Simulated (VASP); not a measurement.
CuI (Marshite):

```xyz
2
Lattice="0.0000 3.0390 3.0390 3.0390 0.0000 3.0390 3.0390 3.0390 0.0000" Properties=species:S:1:pos:R:3 pbc="T T T"
Cu    1.5195    1.5195    1.5195
I     0.0000    0.0000    0.0000
```

```yaml
Program: VASP 6.6.1
Task: relaxation of cell and atoms
Functional: PBE
Dispersion: D3(BJ)
Potentials_or_basis: VASP PAW PBE potentials, release 64 (Cu, I)
Cutoff: 600 eV
k_mesh: 8 × 8 × 8
Occupations: gaussian, width 0.02 eV
Spin: no spin polarisation
```

At the start: pressure -2.2 GPa; volume 28.07 Å³/atom.

Q: How do energy, volume and symmetry change on relaxing?

A: Over 3 steps the energy falls by 10.1 meV/atom and the volume is 26.65 Å³/atom (-5.1 %); space group F-43m (No. 216, to 0.05 Å).

The path:
```
step  energy change (eV)  largest force (eV/Å)  pressure (GPa)  volume (Å³)
   1              0.0000                0.0000           -2.17        56.13
   2             -0.0202                0.0000            0.18        53.10
   3             -0.0203                0.0000           -0.02        53.30
```

Final structure:
```
CELL_PARAMETERS angstrom
0.00000 2.98694 2.98694
2.98694 0.00000 2.98694
2.98694 2.98694 0.00000
ATOMIC_POSITIONS crystal
Cu 0.25000 0.25000 0.25000
I 0.00000 0.00000 0.00000
```
